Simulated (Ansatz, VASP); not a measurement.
Ta3BeH in VASP and in Ansatz

```
Ta Be H
1.0
     4.36958    0.00000    0.00000
     0.00000    4.36958    0.00000
     0.00000    0.00000    4.36958
Ta Be H
3 1 1
Direct
  0.50000 0.50000 0.00000
  0.50000 0.00000 0.50000
  0.00000 0.50000 0.50000
  0.50000 0.50000 0.50000
  0.00000 0.00000 0.00000
```

Change from the starting cell: species swapped into the BaTiO3 type (Pm-3m, No. 221).

Alike in both runs: functional PBE; k mesh 4 × 4 × 4; occupations gaussian, width 0.1 eV; no spin polarisation.

Ansatz relaxed the structure, and its values are those at the end. VASP's run is a single point on that final structure, the one shown.

```csv
,VASP,Ansatz
version,VASP 6.6.1,Ansatz 0.2.0
potentials or method,"VASP PAW PBE potentials, release 64 (Ta_pv, Be, H)","scalar-relativistic, plane waves, PAW"
plane-wave cutoff (eV),520,420
valence electrons in the cell,36,42
```

Ansatz gave:

```
gap on the k mesh at the Fermi level (eV) : none
pressure (GPa)                            : 0.3
```

**Question.** Which values does VASP return?

**Answer.** gap on the k mesh at the Fermi level (eV): none; pressure (GPa): 0.4.

A gap of «none» marks a metal or a gap that the smearing closes. The two sets of potentials don't hold the same shells in valence.

The runs have no spin-orbit coupling, so splittings on Ta are missing.
